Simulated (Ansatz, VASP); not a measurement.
# Ta3Sb in two plane-wave programs

Wanted: the spread between two codes on one cell, functional and k mesh. The cell is taken from a series of runs on this material, whose earlier steps may have relaxed, scaled, displaced or heated it; both programs get it as it stands.

Program: Ansatz 0.2.0. Level of theory: plane waves, with VASP 6.6.1 beside it; relaxation of cell and atoms at LDA. Results are calculated unless marked as measured.

### Step 1. Starting point

It takes space group Pm-3n (No. 223, cubic). The conventional cell has a = 5.200 Å, b = 5.200 Å, c = 5.200 Å, α = 90.00°, β = 90.00°, γ = 90.00°. Nearest to Ta lie 2 Ta at 2.60 Å and 4 Sb at 2.91 Å. Nearest to Sb lie 12 Ta at 2.91 Å. Farther neighbours are not listed.

Coordinates:

```cif
data_structure
_symmetry_space_group_name_H-M 'Pm-3n'
_symmetry_Int_Tables_number 223
_cell_length_a 5.2004
_cell_length_b 5.2004
_cell_length_c 5.2004
_cell_angle_alpha 90.000
_cell_angle_beta 90.000
_cell_angle_gamma 90.000
_cell_volume 140.64
loop_
_atom_site_label
_atom_site_type_symbol
_atom_site_symmetry_multiplicity
_atom_site_Wyckoff_symbol
_atom_site_fract_x
_atom_site_fract_y
_atom_site_fract_z
_atom_site_occupancy
Ta1 Ta 6 c 0.25000 0.00000 0.50000 1
Sb1 Sb 2 a 0.00000 0.00000 0.00000 1
```

### Step 2. VASP: relaxation of cell and atoms, LDA

The relaxed volume is the usual yardstick between codes: in a stiff, nearly cubic crystal its relative difference is about their pressure difference at one cell divided by the bulk modulus.

Lines of VASP's logs that name or quote its potential files are left out, and so is its time.

The input, INCAR:

```
SYSTEM = Ta3Sb
PREC = Accurate
ENCUT = 500
EDIFF = 1E-07
NELM = 120
ISMEAR = -1
SIGMA = 0.15
LREAL = .FALSE.
ALGO = Normal
GGA = PW92
NBANDS = 47
LASPH = .TRUE.
LORBIT = 11
LWAVE = .FALSE.
LCHARG = .FALSE.
ISIF = 3
IBRION = 2
NSW = 80
EDIFFG = -0.005
GGA_COMPAT = .FALSE.
NELMIN = 4
KPAR = 2
```

The input, POSCAR:

```
Ta3Sb
1.0
    5.2004250000      0.0000000000      0.0000000000
    0.0000000000      5.2004250000      0.0000000000
    0.0000000000      0.0000000000      5.2004250000
Ta Sb
6 2
Direct
    0.2500000000      0.9999999039      0.5000000000
    0.5000000000      0.7499999039      0.0000000000
    0.7500000000      0.9999999039      0.5000000000
    0.5000000000      0.2499999039      0.0000000000
    0.0000000000      0.4999999039      0.7500000000
    0.0000000000      0.4999999039      0.2500000000
    0.0000000000      0.9999999039      0.0000000000
    0.5000000000      0.4999999039      0.5000000000
```

The input, KPOINTS:

```
Automatic mesh
0
Gamma
8 8 8
0 0 0
```

Potentials, in the order of the species: Ta_pv and Sb (LDA family, release 64).

Started as:

```sh
$ mpirun -np 2 vasp_std
```

Numbers of over 12 decimals in the logs are rounded to 6 here.

Log:

```text
[banner, memory and clock lines left out]
running    2 mpi-ranks, on    1 nodes
 distrk:  each k-point on    1 cores,    2 groups
 distr:  one band on    1 cores,    1 groups

 POSCAR found type information on POSCAR TaSb
 POSCAR found :  2 types and       8 ions
|                                                                             |
|               ----> ADVICE to this user running VASP <----                  |
|                                                                             |
|     You enforced a specific xc type in the INCAR file but a different       |
|     [... a line on the potential file left out ...]
|     I HOPE YOU KNOW WHAT YOU ARE DOING!                                     |
|                                                                             |

 LDA part: xc-table for (Slater(with rela. corr.)+PW92), standard interpolation
 POSCAR, INCAR and KPOINTS ok, starting setup
 FFT: planning ... GRIDC
 FFT: planning ... GRID_SOFT
 FFT: planning ... GRID
 WAVECAR not read
 entering main loop
       N       E                     dE             d eps       ncg     rms          rms(c)
DAV:   1     0.756954575967E+03    0.75695E+03   -0.38828E+04  3306   0.157E+03
DAV:   2    -0.528998369245E+02   -0.80985E+03   -0.79315E+03  3751   0.464E+02
DAV:   3    -0.896611991584E+02   -0.36761E+02   -0.35570E+02  4063   0.891E+01
DAV:   4    -0.906868423601E+02   -0.10256E+01   -0.10116E+01  4052   0.146E+01
DAV:   5    -0.907163426555E+02   -0.29500E-01   -0.29465E-01  4206   0.242E+00    0.363E+01
DAV:   6    -0.885653251280E+02    0.21510E+01   -0.24151E+00  3876   0.858E+00    0.180E+01
DAV:   7    -0.878763619220E+02    0.68896E+00   -0.17836E+00  3836   0.697E+00    0.124E+00
DAV:   8    -0.878628048317E+02    0.13557E-01   -0.86757E-02  4104   0.140E+00    0.490E-01
DAV:   9    -0.878619872204E+02    0.81761E-03   -0.39751E-03  3987   0.262E-01    0.212E-01
DAV:  10    -0.878619255642E+02    0.61656E-04   -0.39043E-04  4079   0.113E-01    0.477E-02
DAV:  11    -0.878619174113E+02    0.81529E-05   -0.41276E-05  4014   0.340E-02    0.161E-02
DAV:  12    -0.878619173038E+02    0.10756E-06   -0.27377E-06  4429   0.821E-03    0.485E-03
DAV:  13    -0.878619172924E+02    0.11370E-07   -0.13759E-07  2646   0.188E-03
   1 F= -.87861917E+02 E0= -.87724582E+02  d E =-.878619E+02
 curvature:   0.00 expect dE= 0.000E+00 dE for cont linesearch  0.000E+00
 trial: gam= 0.00000 g(F)=  0.685E-43 g(S)=  0.135E-01 ort = 0.000E+00 (trialstep = 0.100E+01)
 search vector abs. value=  0.135E-01
 bond charge predicted
       N       E                     dE             d eps       ncg     rms          rms(c)
DAV:   1    -0.879477424409E+02   -0.85825E-01   -0.32288E+00  3341   0.130E+01    0.266E+00
DAV:   2    -0.878706628076E+02    0.77080E-01   -0.15006E-01  3473   0.228E+00    0.100E+00
DAV:   3    -0.878531446584E+02    0.17518E-01   -0.65859E-02  3778   0.145E+00    0.324E-01
DAV:   4    -0.878530040504E+02    0.14061E-03   -0.47008E-03  3730   0.266E-01    0.930E-02
DAV:   5    -0.878528207651E+02    0.18329E-03   -0.15101E-03  3838   0.226E-01    0.986E-02
DAV:   6    -0.878528414909E+02   -0.20726E-04   -0.18828E-04  3905   0.656E-02    0.207E-02
DAV:   7    -0.878528356396E+02    0.58514E-05   -0.57470E-05  3940   0.379E-02    0.103E-02
DAV:   8    -0.878528354063E+02    0.23325E-06   -0.28101E-06  3996   0.753E-03    0.528E-03
DAV:   9    -0.878528353352E+02    0.71136E-07   -0.45256E-07  3265   0.305E-03
   2 F= -.87852835E+02 E0= -.87712513E+02  d E =0.908196E-02
 trial-energy change:    0.009082  1 .order    0.009028   -0.013492    0.031548
 step:   0.2981(harm=  0.2996)  dis= 0.00000  next Energy=   -87.863927 (dE=-0.201E-02)
 bond charge predicted
       N       E                     dE             d eps       ncg     rms          rms(c)
DAV:   1    -0.879105067582E+02   -0.57671E-01   -0.15719E+00  3327   0.896E+00    0.188E+00
DAV:   2    -0.878728129230E+02    0.37694E-01   -0.73875E-02  3423   0.161E+00    0.707E-01
DAV:   3    -0.878640788232E+02    0.87341E-02   -0.32124E-02  3756   0.102E+00    0.234E-01
DAV:   4    -0.878640236423E+02    0.55181E-04   -0.24439E-03  3680   0.191E-01    0.670E-02
DAV:   5    -0.878639176017E+02    0.10604E-03   -0.81680E-04  3810   0.165E-01    0.700E-02
DAV:   6    -0.878639277459E+02   -0.10144E-04   -0.91804E-05  3816   0.465E-02    0.148E-02
DAV:   7    -0.878639247584E+02    0.29875E-05   -0.28374E-05  3903   0.270E-02    0.734E-03
DAV:   8    -0.878639246438E+02    0.11458E-06   -0.13891E-06  3733   0.543E-03    0.339E-03
DAV:   9    -0.878639246102E+02    0.33664E-07   -0.19558E-07  2805   0.204E-03
   3 F= -.87863925E+02 E0= -.87725719E+02  d E =-.200732E-02
 curvature:  -0.15 expect dE=-0.110E-06 dE for cont linesearch -0.110E-06
 trial: gam= 0.00000 g(F)=  0.342E-43 g(S)=  0.732E-06 ort =-0.994E-04 (trialstep = 0.860E+00)
 search vector abs. value=  0.732E-06
 reached required accuracy - stopping structural energy minimisation
```

Parts of OUTCAR (step 2):

```text
ion  position               nearest neighbor table
   1  0.250  1.000  0.500-   3 2.60   3 2.60   8 2.91   7 2.91   8 2.91   7 2.91   4 3.18   2 3.18
                             4 3.18   5 3.18   5 3.18   6 3.18   6 3.18   2 3.18
   2  0.500  0.750  0.000-   4 2.60   4 2.60   8 2.91   8 2.91   7 2.91   7 2.91   1 3.18   1 3.18
                             3 3.18   5 3.18   6 3.18   5 3.18   6 3.18   3 3.18
   3  0.750  1.000  0.500-   1 2.60   1 2.60   8 2.91   7 2.91   8 2.91   7 2.91   4 3.18   2 3.18
                             4 3.18   5 3.18   5 3.18   6 3.18   6 3.18   2 3.18
   4  0.500  0.250  0.000-   2 2.60   2 2.60   8 2.91   8 2.91   7 2.91   7 2.91   3 3.18   1 3.18
                             3 3.18   5 3.18   6 3.18   5 3.18   6 3.18   1 3.18
   5  0.000  0.500  0.750-   6 2.60   6 2.60   8 2.91   7 2.91   7 2.91   8 2.91   3 3.18   4 3.18
                             1 3.18   3 3.18   1 3.18   2 3.18   4 3.18   2 3.18
   6  0.000  0.500  0.250-   5 2.60   5 2.60   8 2.91   7 2.91   7 2.91   8 2.91   3 3.18   4 3.18
                             1 3.18   3 3.18   1 3.18   2 3.18   4 3.18   2 3.18
   7  0.000  1.000  0.000-   1 2.91   2 2.91   3 2.91   4 2.91   5 2.91   6 2.91   1 2.91   3 2.91
                             5 2.91   6 2.91   2 2.91   4 2.91
   8  0.500  0.500  0.500-   1 2.91   2 2.91   3 2.91   4 2.91   5 2.91   6 2.91   2 2.91   4 2.91
                             1 2.91   3 2.91   5 2.91   6 2.91

  LATTYP: Found a simple cubic cell.
 ALAT       =     5.2004250000

 Subroutine GETGRP returns: Found 48 space group operations
 (whereof 24 operations were pure point group operations)

The static configuration has the point symmetry T_h .
 The point group associated with its full space group is O_h .

 Found     35 irreducible k-points:

   k-points           NKPTS =     35   k-points in BZ     NKDIM =     35   number of bands    NBANDS=     47

   dimension x,y,z NGX =    40 NGY =   40 NGZ =   40
   dimension x,y,z NGXF=    80 NGYF=   80 NGZF=   80

   ENCUT  =  500.0 eV  36.75 Ry    6.06 a.u.   9.48  9.48  9.48*2*pi/ulx,y,z

   NELECT =      76.0000    total number of electrons

 k-points in reciprocal lattice and weights: Automatic mesh
   0.00000000  0.00000000  0.00000000       0.002
   0.12500000  0.00000000  0.00000000       0.012
   0.25000000  0.00000000  0.00000000       0.012
   0.37500000  0.00000000  0.00000000       0.012
   0.50000000  0.00000000  0.00000000       0.006
   0.12500000  0.12500000  0.00000000       0.023
   0.25000000  0.12500000  0.00000000       0.047
   0.37500000  0.12500000  0.00000000       0.047
   0.50000000  0.12500000  0.00000000       0.023
[...]
0.50000000  0.50000000  0.37500000       0.012
   0.50000000  0.50000000  0.50000000       0.002

 average (electrostatic) potential at core
       1 -34.5145       2 -34.5145       3 -34.5145       4 -34.5145       5 -34.5145
       6 -34.5145       7 -85.5287       8 -85.5287

 E-fermi :   8.1813

 k-point     1 :       0.0000    0.0000    0.0000
  band No.  band energies     occupation
    ...
     34       7.0732      1.99876
     35       7.0732      1.99876
     36       7.0732      1.99876
     37       7.8306      1.82385
     38       7.8306      1.82385
     39       8.3960      0.38564
     40      10.8561      0.00000
     41      10.8561      0.00000
     42      10.8561      0.00000
     43      11.0231      0.00000
    ...

 k-point     2 :       0.1250    0.0000    0.0000
  band No.  band energies     occupation
    ...
     34       7.0651      1.99883
     35       7.0661      1.99882
     36       7.0661      1.99882
     37       7.8506      1.80127
     38       7.8514      1.80037
     39       8.6648      0.07658
     40      10.4009      0.00000
     41      10.7452      0.00000
     42      10.7452      0.00000
     43      11.0091      0.00000
    ...

 k-point     3 :       0.2500    0.0000    0.0000
  band No.  band energies     occupation
    ...
     34       6.9680      1.99939
     35       6.9680      1.99939
     36       7.0312      1.99906
     37       7.7920      1.86109
     38       7.8140      1.84086
     39       9.4252      0.00050
     40       9.5800      0.00018
     41      10.5060      0.00000
     42      10.5060      0.00000
     43      11.0389      0.00000
    ...

  Total       -0.0063619     -0.0063619     -0.0063619     -0.0000000     -0.0000000     -0.0000000
  in kB       -0.0721378     -0.0721378     -0.0721378     -0.0000000     -0.0000000     -0.0000000
  external PRESSURE =      -0.0721378 kB  Pullay stress =       0.0000000 kB

  energy-cutoff  :      500.00
  volume of cell :      141.30
      direct lattice vectors                 reciprocal lattice vectors
     5.208497050  0.000000000 -0.000000000     0.191993965  0.000000000 -0.000000000
    -0.000000000  5.208497050 -0.000000000    -0.000000000  0.191993965 -0.000000000
     0.000000000  0.000000000  5.208497050     0.000000000  0.000000000  0.191993965

 POSITION                                       TOTAL-FORCE (eV/Angst)
 -----------------------------------------------------------------------------------
      1.30212      5.20850      2.60425         0.000000     -0.000000      0.000000
      2.60425      3.90637     -0.00000        -0.000000     -0.000000     -0.000000
      3.90637      5.20850      2.60425        -0.000000      0.000000     -0.000000
      2.60425      1.30212     -0.00000        -0.000000     -0.000000      0.000000
     -0.00000      2.60425      3.90637         0.000000      0.000000     -0.000000
     -0.00000      2.60425      1.30212        -0.000000     -0.000000      0.000000
      5.20850      5.20850     -0.00000         0.000000     -0.000000     -0.000000
      2.60425      2.60425      2.60425         0.000000     -0.000000     -0.000000
 -----------------------------------------------------------------------------------
    total drift:                               -0.000000      0.000460      0.000000

  FREE ENERGIE OF THE ION-ELECTRON SYSTEM (eV)
  ---------------------------------------------------
  free  energy   TOTEN  =       -87.8639246102 eV

  energy  without entropy=      -87.5875124324  energy(sigma->0) =      -87.72571852

 reached required accuracy - stopping structural energy minimisation

 total charge
# of ion       s       p       d       tot
------------------------------------------
    1        0.331   6.163   2.527   9.021
    2        0.331   6.163   2.527   9.021
    3        0.331   6.163   2.527   9.021
    4        0.331   6.163   2.527   9.021
    5        0.331   6.163   2.527   9.021
    6        0.331   6.163   2.527   9.021
    7        1.055   1.403   0.139   2.598
    8        1.055   1.403   0.139   2.598
--------------------------------------------------
tot          4.094  39.787  15.441  59.322

[... 3 further parts left out ...]
```

The run keeps the 48 symmetry operations of its start, so it cannot find a distortion of lower symmetry.

(Continued in part 2 of 2.)

[Lines on the potential files, build, host, timing and source positions are cut from VASP's logs without a mark.]

[Logs are printed without paths, hosts, clocks, repeated set-up lines and the standing remarks that a program may print on its own settings, such as how far it seeks lower states.]

[Hosts, paths, dates, database ids (printed as entryN), source tags and the programs' standing remarks are cut or masked in the printed files.]
